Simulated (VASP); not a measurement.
Given:

```xyz
2
Lattice="3.1659 -1.8053 -0.1137 3.1659 1.8053 -0.1137 2.2437 0.0000 2.8742" Properties=species:S:1:pos:R:3 pbc="T T T"
As     2.0652     0.0000     0.6374
As     6.5103     0.0000     2.0094
```

These are PBEsol GGA, VASP's PBE PAW potentials (set 64) (plane waves; VASP) values and carry that method's errors. Numerical set-up: 500 eV cut-off, 12×12×12 Γ-centred mesh, first-order Methfessel-Paxton smearing of 0.10 eV, potentials As.

Energy and stress use the plane-wave basis of the starting cell.

### Question
The ions, cell shape and volume at an external pressure of 30.0 GPa are relaxed. Which structure does the run end with?

### Answer

```xyz
2
Lattice="3.0778 -1.7711 -0.1202 3.0778 1.7711 -0.1202 2.1731 0.0000 2.8110" Properties=species:S:1:pos:R:3 pbc="T T T"
As     2.0808     0.0000     0.6422
As     6.2480     0.0000     1.9285
```
Space group Pm-3m (221), at a tolerance of 0.03 Å.

### Question
How do energy and volume change from the first to the last step?

### Answer
The energy (σ→0) changes by +165.7 meV/atom and the volume by -6.5 %, in 12 ionic steps.

```tsv
step	E(σ→0) (eV)	max force (eV/Å)	pressure (GPa)	volume (Å³)
1	-9.8069	0.009	20.15	33.77
2	-8.7468	0.992	54.54	28.95
3	-9.5407	0.322	29.67	32.04
4	-9.5317	0.331	29.98	32.00
5	-9.5137	0.265	29.95	31.85
6	-9.4472	0.083	31.30	31.43
7	-9.4356	0.060	31.62	31.37
8	-9.6029	0.001	25.48	32.30
9	-9.4868	0.034	29.79	31.63
10	-9.4858	0.034	29.81	31.63
11	-9.4826	0.025	29.90	31.61
12	-9.4755	0.004	30.11	31.57
```

The compound is As in the a7 structure. This run relaxes it under an external pressure of 30 GPa. Symmetry was kept, so distortions that lower it aren't found.
